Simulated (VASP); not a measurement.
Level of theory: r2SCAN meta-GGA, VASP's PBE PAW potentials (set 64) (plane waves; VASP).

VASP ran on this input.

KPOINTS:
```
Automatic mesh
0
Gamma
8 8 2
0 0 0
```

### INCAR
```
# general
SYSTEM  = MoS2
PREC    = Accurate
ENCUT   = 500   # plane-wave cut-off (eV)
LREAL   = .FALSE.   # projection in real space or not
LASPH   = .TRUE.   # aspherical one-centre terms

# electronic loop
EDIFF   = 1E-6   # SCF stop (eV)
NELM    = 100   # most electronic steps
ALGO    = Normal
LMAXMIX = 4   # l cut-off of mixed one-centre charges
LMIXTAU = .TRUE.

# smearing
ISMEAR  = 0
SIGMA   = 0.05   # width (eV)

# functional
METAGGA = R2SCAN

# ions
IBRION  = 2
NSW     = 40   # most ionic steps
ISIF    = 3   # ions, shape and volume
EDIFFG  = -0.02   # ionic stop
PSTRESS = 300   # kbar

# output
LWAVE   = .FALSE.
LCHARG  = .FALSE.
```

POSCAR:
```
MoS2
1.0
  1.5263444263  -2.6437047940   0.0000000000
  1.5263444263   2.6437047940   0.0000000000
  0.0000000000   0.0000000000  11.1485903430
Mo S
2 4
direct
  0.3333330000   0.6666670000   0.2500000000
  0.6666670000   0.3333330000   0.7500000000
  0.3333330000   0.6666670000   0.8900001747
  0.6666670000   0.3333330000   0.3900001747
  0.6666670000   0.3333330000   0.1099998253
  0.3333330000   0.6666670000   0.6099998253
```

POTCAR, in this order: Mo_sv S (PBE.64 set). Program: vasp_std.

The run wrote:

### OSZICAR
```
...
DAV:   5    -0.861170990405E+02   -0.14687E+00   -0.11527E-01  1387   0.263E+00    0.216E+00
DAV:   6    -0.861319057687E+02   -0.14807E-01   -0.87447E-02  1484   0.199E+00    0.501E-01
DAV:   7    -0.861420895430E+02   -0.10184E-01   -0.47874E-02  1462   0.182E+00    0.147E-01
DAV:   8    -0.861499138535E+02   -0.78243E-02   -0.99143E-03  1454   0.819E-01    0.150E-01
DAV:   9    -0.861506814635E+02   -0.76761E-03   -0.85067E-04  1396   0.234E-01    0.237E-02
DAV:  10    -0.861506047221E+02    0.76741E-04   -0.30374E-04  1360   0.154E-01    0.287E-02
DAV:  11    -0.861507608978E+02   -0.15618E-03   -0.16294E-04  1340   0.112E-01    0.162E-02
DAV:  12    -0.861507874362E+02   -0.26538E-04   -0.41069E-06  1213   0.158E-02    0.921E-03
DAV:  13    -0.861507815318E+02    0.59044E-05   -0.40664E-07   760   0.502E-03    0.467E-03
DAV:  14    -0.861507945313E+02   -0.13000E-04   -0.47427E-07   725   0.674E-03    0.930E-04
DAV:  15    -0.861507886465E+02    0.58848E-05   -0.56673E-08   697   0.208E-03    0.611E-04
DAV:  16    -0.861507918394E+02   -0.31928E-05   -0.15070E-08   704   0.105E-03    0.257E-04
DAV:  17    -0.861507900709E+02    0.17684E-05   -0.71259E-09   690   0.708E-04    0.189E-04
DAV:  18    -0.861507908156E+02   -0.74469E-06   -0.32669E-09   704   0.399E-04
   2 F= -.71478818E+02 E0= -.71478303E+02  d E =0.738239E+00
       N       E                     dE             d eps       ncg     rms          rms(c)
DAV:   1    -0.928863437190E+02   -0.67356E+01   -0.12370E+02  1303   0.965E+01    0.251E+01
DAV:   2    -0.894476878242E+02    0.34387E+01   -0.30471E+01  1415   0.376E+01    0.973E+00
DAV:   3    -0.884621544730E+02    0.98553E+00   -0.56605E+00  1335   0.112E+01    0.494E+00
DAV:   4    -0.885169070881E+02   -0.54753E-01   -0.71381E-01  1298   0.507E+00    0.119E+00
DAV:   5    -0.885348753738E+02   -0.17968E-01   -0.13649E-01  1440   0.237E+00    0.827E-01
DAV:   6    -0.885723117276E+02   -0.37436E-01   -0.31589E-02  1455   0.111E+00    0.562E-01
DAV:   7    -0.885692583259E+02    0.30534E-02   -0.89872E-03  1392   0.757E-01    0.300E-01
DAV:   8    -0.885768238157E+02   -0.75655E-02   -0.14966E-02  1347   0.859E-01    0.171E-01
DAV:   9    -0.885796052782E+02   -0.27815E-02   -0.21613E-03  1368   0.362E-01    0.599E-02
DAV:  10    -0.885796554335E+02   -0.50155E-04   -0.54293E-05  1497   0.515E-02    0.402E-02
DAV:  11    -0.885796614901E+02   -0.60565E-05   -0.11654E-05  1435   0.241E-02    0.157E-02
DAV:  12    -0.885796619256E+02   -0.43551E-06   -0.16822E-05  1513   0.293E-02    0.945E-03
DAV:  13    -0.885796656884E+02   -0.37628E-05   -0.81605E-06  1407   0.237E-02    0.479E-03
DAV:  14    -0.885796651832E+02    0.50517E-06   -0.68003E-07   718   0.660E-03
   3 F= -.72322281E+02 E0= -.72322281E+02  d E =-.105224E+00
       N       E                     dE             d eps       ncg     rms          rms(c)
DAV:   1    -0.885581983219E+02    0.21467E-01   -0.22057E-02  1310   0.126E+00    0.390E-01
DAV:   2    -0.885575309977E+02    0.66732E-03   -0.38574E-03  1421   0.441E-01    0.109E-01
DAV:   3    -0.885574219136E+02    0.10908E-03   -0.62357E-04  1388   0.118E-01    0.441E-02
DAV:   4    -0.885574187253E+02    0.31883E-05   -0.91553E-05  1333   0.642E-02    0.202E-02
DAV:   5    -0.885574312897E+02   -0.12564E-04   -0.17701E-05  1549   0.288E-02    0.207E-02
DAV:   6    -0.885574413201E+02   -0.10030E-04   -0.90070E-06  1286   0.167E-02    0.767E-03
DAV:   7    -0.885574419343E+02   -0.61419E-06   -0.29337E-06   915   0.136E-02
   4 F= -.72322465E+02 E0= -.72322465E+02  d E =-.105408E+00
       N       E                     dE             d eps       ncg     rms          rms(c)
DAV:   1    -0.884400658156E+02    0.11738E+00   -0.57097E+00  1324   0.157E+01    0.242E+00
DAV:   2    -0.883822317584E+02    0.57834E-01   -0.41204E-01  1361   0.447E+00    0.134E+00
DAV:   3    -0.883773368903E+02    0.48949E-02   -0.24296E-02  1503   0.892E-01    0.780E-01
DAV:   4    -0.883746107658E+02    0.27261E-02   -0.81418E-03  1346   0.557E-01    0.570E-01
DAV:   5    -0.883752340852E+02   -0.62332E-03   -0.23883E-03  1422   0.369E-01    0.216E-01
DAV:   6    -0.883752969392E+02   -0.62854E-04   -0.37589E-03  1520   0.369E-01    0.107E-01
DAV:   7    -0.883759946446E+02   -0.69771E-03   -0.10725E-03  1474   0.229E-01    0.167E-02
DAV:   8    -0.883760528231E+02   -0.58179E-04   -0.65049E-05  1374   0.605E-02    0.162E-02
DAV:   9    -0.883760440548E+02    0.87683E-05   -0.11584E-05  1417   0.259E-02    0.899E-03
DAV:  10    -0.883760575316E+02   -0.13477E-04   -0.52265E-06  1136   0.168E-02    0.665E-03
DAV:  11    -0.883760533992E+02    0.41324E-05   -0.21043E-06   752   0.103E-02    0.149E-03
DAV:  12    -0.883760559605E+02   -0.25613E-05   -0.33331E-07   662   0.411E-03    0.126E-03
DAV:  13    -0.883760556929E+02    0.26755E-06   -0.39831E-08   662   0.109E-03
   5 F= -.72362760E+02 E0= -.72362759E+02  d E =-.402943E-01
       N       E                     dE             d eps       ncg     rms          rms(c)
DAV:   1    -0.883596174001E+02    0.16439E-01   -0.34127E-02  1324   0.122E+00    0.187E-01
DAV:   2    -0.883592783854E+02    0.33901E-03   -0.25764E-03  1364   0.351E-01    0.111E-01
DAV:   3    -0.883592390299E+02    0.39356E-04   -0.15353E-04  1512   0.690E-02    0.623E-02
DAV:   4    -0.883592235294E+02    0.15500E-04   -0.55462E-05  1331   0.458E-02    0.441E-02
DAV:   5    -0.883592298037E+02   -0.62744E-05   -0.12804E-05  1401   0.265E-02    0.169E-02
DAV:   6    -0.883592341439E+02   -0.43402E-05   -0.21588E-05  1476   0.278E-02    0.763E-03
DAV:   7    -0.883592369719E+02   -0.28280E-05   -0.59723E-06  1177   0.173E-02    0.155E-03
DAV:   8    -0.883592384074E+02   -0.14355E-05   -0.32475E-07   676   0.430E-03    0.119E-03
DAV:   9    -0.883592379612E+02    0.44626E-06   -0.63628E-08   655   0.191E-03
   6 F= -.72362962E+02 E0= -.72362962E+02  d E =-.404967E-01
       N       E                     dE             d eps       ncg     rms          rms(c)
DAV:   1    -0.883583328393E+02    0.90557E-03   -0.16836E+00  1255   0.863E+00    0.129E+00
DAV:   2    -0.883353180426E+02    0.23015E-01   -0.18392E-01  1508   0.266E+00    0.953E-01
DAV:   3    -0.883332849610E+02    0.20331E-02   -0.12704E-02  1466   0.724E-01    0.364E-01
DAV:   4    -0.883324086247E+02    0.87634E-03   -0.66154E-03  1493   0.496E-01    0.165E-01
DAV:   5    -0.883325770224E+02   -0.16840E-03   -0.38748E-04  1511   0.136E-01    0.899E-02
DAV:   6    -0.883326052358E+02   -0.28213E-04   -0.15205E-04  1527   0.834E-02    0.306E-02
DAV:   7    -0.883326273408E+02   -0.22105E-04   -0.36011E-05  1359   0.446E-02    0.192E-02
DAV:   8    -0.883326155713E+02    0.11769E-04   -0.16983E-05  1447   0.311E-02    0.476E-03
DAV:   9    -0.883326280980E+02   -0.12527E-04   -0.58165E-06  1289   0.203E-02    0.209E-03
DAV:  10    -0.883326258832E+02    0.22148E-05   -0.33843E-07   648   0.470E-03    0.813E-04
DAV:  11    -0.883326277667E+02   -0.18834E-05   -0.11988E-07   641   0.283E-03    0.294E-04
DAV:  12    -0.883326265735E+02    0.11931E-05   -0.32097E-08   634   0.139E-03    0.152E-04
DAV:  13    -0.883326269026E+02   -0.32906E-06   -0.34220E-09   641   0.380E-04
   7 F= -.72370633E+02 E0= -.72370626E+02  d E =-.767084E-02
       N       E                     dE             d eps       ncg     rms          rms(c)
DAV:   1    -0.883275680734E+02    0.50585E-02   -0.49857E-02  1247   0.149E+00    0.225E-01
DAV:   2    -0.883268846227E+02    0.68345E-03   -0.55363E-03  1515   0.462E-01    0.166E-01
DAV:   3    -0.883268253576E+02    0.59265E-04   -0.38225E-04  1437   0.125E-01    0.644E-02
DAV:   4    -0.883267949833E+02    0.30374E-04   -0.21911E-04  1492   0.901E-02    0.299E-02
DAV:   5    -0.883268020674E+02   -0.70842E-05   -0.10833E-05  1485   0.226E-02    0.170E-02
DAV:   6    -0.883268039955E+02   -0.19281E-05   -0.57199E-06  1233   0.159E-02    0.576E-03
DAV:   7    -0.883268049046E+02   -0.90909E-06   -0.10618E-06   662   0.803E-03
   8 F= -.72370815E+02 E0= -.72370805E+02  d E =-.785307E-02
```

File OUTCAR:
```
------------------------ aborting loop because EDIFF is reached ----------------------------------------
  FORCE on cell =-STRESS in cart. coord.  units (eV):
  Direction    XX          YY          ZZ          XY          YZ          ZX
  --------------------------------------------------------------------------------------
  Total       15.9839182     15.9838910     15.9705469      0.0000000      0.0000000     -0.0000000
  in kB      300.5251000    300.5245894    300.2736978      0.0000000      0.0000000     -0.0000000
  external PRESSURE =       0.4411291 kB  Pullay stress =     300.0000000 kB
  volume of cell :       85.21
      direct lattice vectors                 reciprocal lattice vectors
     1.502237558 -2.601949566  0.000000000     0.332836839 -0.192163602  0.000000000
     1.502237558  2.601949566 -0.000000000     0.332836839  0.192163602  0.000000000
    -0.000000000 -0.000000000 10.900479274     0.000000000  0.000000000  0.091739085
 POSITION                                       TOTAL-FORCE (eV/Angst)
 -----------------------------------------------------------------------------------
      1.50224      0.86732      2.72512         0.000000      0.000000     -0.000000
      1.50224     -0.86732      8.17536        -0.000000     -0.000000     -0.000000
      1.50224      0.86732      9.73862        -0.000000      0.000000     -0.001503
      1.50224     -0.86732      4.28838         0.000000     -0.000000     -0.001503
      1.50224     -0.86732      1.16186         0.000000     -0.000000      0.001503
      1.50224      0.86732      6.61210        -0.000000      0.000000      0.001503
 -----------------------------------------------------------------------------------
    total drift:                                0.000166      0.001459     -0.000030
  FREE ENERGIE OF THE ION-ELECTRON SYSTEM (eV)
  ---------------------------------------------------
  free  energy   TOTEN  =       -88.3268049046 eV

  energy  without entropy=      -88.3267841248  energy(sigma->0) =      -88.32679451
  enthalpy is  TOTEN    =       -72.3708150427 eV   P V=       15.9559898620

 reached required accuracy - stopping structural energy minimisation
```
(Selected blocks of OUTCAR.)

**CONTCAR**
```
MoS2
   1.00000000000000
     1.5022375584942522   -2.6019495661242562    0.0000000000000000
     1.5022375584942522    2.6019495661242562   -0.0000000000000000
    -0.0000000000000000   -0.0000000000000000   10.9004792742992400
  Mo              S
     2     4
Direct
     0.3333330000000032    0.6666669999999968    0.2500000000000000
     0.6666669999999968    0.3333330000000032    0.7500000000000000
     0.3333330000000032    0.6666669999999968    0.8934118688809741
     0.6666669999999968    0.3333330000000032    0.3934118688809742
     0.6666669999999968    0.3333330000000032    0.1065881311190258
     0.3333330000000032    0.6666669999999968    0.6065881311190259
```

Energy and stress use the plane-wave basis of the starting cell.

The compound is MoS2 in the 2H layered structure. This run relaxes it under an external pressure of 30 GPa. Symmetry was kept, so distortions that lower it aren't found.
